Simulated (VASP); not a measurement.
Input:

```yaml
crystal:
  lattice:
    - [0.00000, 2.70367, 2.70367]
    - [2.70367, 0.00000, 2.70367]
    - [2.70367, 2.70367, 0.00000]
  atoms:
    - { symbol: K, position: [0.00000, 0.00000, 0.00000] }
    - { symbol: F, position: [0.50000, 0.50000, 0.50000] }
```

The numbers are results of PW91 GGA, VASP's PBE PAW potentials (set 64) (plane waves; VASP 6.6.1), not measurements. Settings: 520 eV cut-off, Gaussian smearing of 0.050 eV, potentials K_sv F.

**Question.** Predict the band gap (along the path) with the smallest direct gap where there is one.

**Answer.** 
- band gap (along the path): 6.05 eV
- smallest direct gap (along the path): 6.05 eV

The compound is KF in the rock salt structure. It was relaxed first.
